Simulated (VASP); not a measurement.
Calculation: PBEsol GGA, VASP's PBE PAW potentials (set 64) (plane waves; VASP).

Input for VASP

### INCAR
```
! general
SYSTEM  = Pt
PREC    = Accurate
ENCUT   = 400
LREAL   = .False.
LASPH   = .True.   ! aspherical one-centre terms

! electronic loop
EDIFF   = 1E-8
NELM    = 100
ALGO    = Normal   ! blocked Davidson
LMAXMIX = 6   ! l cut-off of mixed one-centre charges

! smearing
ISMEAR  = 1   ! Methfessel-Paxton
SIGMA   = 0.1

! functional
GGA     = PS   ! PBEsol

! ions
IBRION  = 1   ! quasi-Newton
NSW     = 30   ! most ionic steps
ISIF    = 2   ! forces and stress, cell fixed
EDIFFG  = -0.001

! output
LWAVE   = .False.
LCHARG  = .False.
```

POSCAR:
```
Pt
1
    0.0000000000     1.9576129238     1.9576129238
    1.9576129238     0.0000000000     1.9576129238
    1.9576129238     1.9576129238     0.0000000000
Pt
1
Direct
  0.0000000000   0.0000000000   0.0000000000
```

**KPOINTS**
```
K-points
0
G
 14 14 14
```

POTCAR, in this order: Pt (PBE.64 set). Program: vasp_std.

The run wrote:

OSZICAR:
```
       N       E                     dE             d eps       ncg     rms          rms(c)
DAV:   1     0.245244586219E+02    0.24524E+02   -0.47084E+03  2152   0.813E+02
DAV:   2    -0.714316858994E+01   -0.31668E+02   -0.29889E+02  1972   0.157E+02
DAV:   3    -0.742259226238E+01   -0.27942E+00   -0.27687E+00  2214   0.147E+01
DAV:   4    -0.742343767867E+01   -0.84542E-03   -0.84539E-03  2107   0.874E-01
DAV:   5    -0.742344283816E+01   -0.51595E-05   -0.51591E-05  2205   0.632E-02    0.135E+01
DAV:   6    -0.702194309113E+01    0.40150E+00   -0.10407E+00  1916   0.925E+00    0.689E+00
DAV:   7    -0.697553370853E+01    0.46409E-01   -0.17759E-01  2000   0.367E+00    0.256E+00
DAV:   8    -0.697123706437E+01    0.42966E-02   -0.52159E-03  2009   0.749E-01    0.545E-01
DAV:   9    -0.697106810812E+01    0.16896E-03   -0.63588E-05  1975   0.879E-02    0.133E-02
DAV:  10    -0.697107245231E+01   -0.43442E-05   -0.17729E-06  2186   0.100E-02    0.157E-03
DAV:  11    -0.697107263621E+01   -0.18389E-06   -0.63993E-08  2157   0.254E-03    0.824E-04
DAV:  12    -0.697107263139E+01    0.48126E-08   -0.18899E-09  1136   0.394E-04
   1 F= -.69710726E+01 E0= -.69712050E+01  d E =-.697107E+01
```

**OUTCAR**
```
------------------------ aborting loop because EDIFF is reached ----------------------------------------
  FORCE on cell =-STRESS in cart. coord.  units (eV):
  Direction    XX          YY          ZZ          XY          YZ          ZX
  --------------------------------------------------------------------------------------
  Total        0.0000665      0.0000665      0.0000665      0.0000000      0.0000000      0.0000000
  in kB        0.0071026      0.0071026      0.0071026      0.0000000      0.0000000      0.0000000
  external PRESSURE =       0.0071026 kB  Pullay stress =       0.0000000 kB
  volume of cell :       15.00
      direct lattice vectors                 reciprocal lattice vectors
     0.000000000  1.957612924  1.957612924    -0.255413107  0.255413107  0.255413107
     1.957612924  0.000000000  1.957612924     0.255413107 -0.255413107  0.255413107
     1.957612924  1.957612924  0.000000000     0.255413107  0.255413107 -0.255413107
 POSITION                                       TOTAL-FORCE (eV/Angst)
 -----------------------------------------------------------------------------------
      0.00000      0.00000      0.00000         0.000000      0.000000      0.000000
 -----------------------------------------------------------------------------------
    total drift:                               -0.000000      0.000000     -0.000000
  FREE ENERGIE OF THE ION-ELECTRON SYSTEM (eV)
  ---------------------------------------------------
  free  energy   TOTEN  =        -6.9710726314 eV

  energy  without entropy=       -6.9714697180  energy(sigma->0) =       -6.97120499

 reached required accuracy - stopping structural energy minimisation
```
(Selected blocks of OUTCAR.)

### OUTCAR
```
 val. band max:       11.1692459335   @ k =   0.5000   0.3571   0.0714

 cond. band min:      11.2003914944   @ k =   0.4286   0.1429   0.0000


 Fermi energy:        11.1801425341

 k-point     1 :       0.0000    0.0000    0.0000
  band No.  band energies     occupation
      1       0.8408      2.00000
      2       7.3569      2.00000
      3       7.3569      2.00000
      4       7.3569      2.00000
      5       9.5568      2.00000
      6       9.5568      2.00000
      7      25.8036      0.00000
      8      30.7933      0.00000
      9      30.7933      0.00000

 k-point     2 :       0.0714    0.0000    0.0000
  band No.  band energies     occupation
      1       1.0468      2.00000
      2       7.2647      2.00000
      3       7.4385      2.00000
      4       7.4385      2.00000
      5       9.5113      2.00000
      6       9.5113      2.00000
      7      26.1247      0.00000
      8      29.7550      0.00000
      9      31.1115      0.00000

 k-point     3 :       0.1429    0.0000    0.0000
  band No.  band energies     occupation
      1       1.6323      2.00000
      2       7.0543      2.00000
      3       7.6288      2.00000
      4       7.6288      2.00000
      5       9.4433      2.00000
      6       9.4433      2.00000
      7      26.9305      0.00000
      8      27.8058      0.00000
      9      32.0163      0.00000

 k-point     4 :       0.2143    0.0000    0.0000
  band No.  band energies     occupation
      1       2.4720      2.00000
      2       6.9230      2.00000
      3       7.7534      2.00000
      4       7.7534      2.00000
      5       9.5526      2.00000
      6       9.5526      2.00000
      7      25.6442      0.00000
      8      27.6118      0.00000
      9      33.3171      0.00000

 k-point     5 :       0.2857    0.0000    0.0000
  band No.  band energies     occupation
      1       3.2674      2.00000
      2       7.2209      2.00000
      3       7.6772      2.00000
...
```

Unless said otherwise, spin-orbit coupling is left out, though it shifts the bands of the heavy elements here.

The compound is Pt in the fcc structure. It was relaxed first. The start is the result of an earlier pass.
